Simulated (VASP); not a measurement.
```
CELL_PARAMETERS angstrom
      3.93363     0.00000     0.00000
     -1.96682     3.40663     0.00000
      0.00000     0.00000     2.39582
ATOMIC_POSITIONS crystal
  Ni 0.00000 0.00000 0.00000
  Ni 0.33333 0.66667 0.50000
  Ni 0.66667 0.33333 0.50000
```
Starting moments (μB, in the order of the record's atoms Ni Ni Ni): 0.7 0.7 0.7.

All values below come from r2SCAN meta-GGA, VASP's PBE PAW potentials (set 64) (plane waves; VASP 6.6.1). Run with 400 eV cut-off, 10×10×14 Γ-centred mesh, tetrahedra with Blöchl corrections, potentials Ni.

Question: What does the run give for the cell moment, energy per atom (σ→0), band gap (over mesh and band path) with the smallest direct gap where there is one?

Answer: 
```
Property                                                               Value
----------------------------------  ----------------------------------------
band gap (over mesh and band path)  none (metal, semimetal or under 0.01 eV)
cell moment                                                          2.00 μB
energy per atom (σ→0)                                        -11.802 eV/atom
```

Question: Give the moment on each site (PAW-sphere projection).

Answer: 
```csv
site,moment (μB)
Ni1,0.66
Ni2,0.70
Ni3,0.70
```

Total energies compare only between runs with the same potentials, cut-off and functional.

The structure was generated: Ni was put into the omega type (P6/mmm), which need not be its known phase. It was relaxed first.
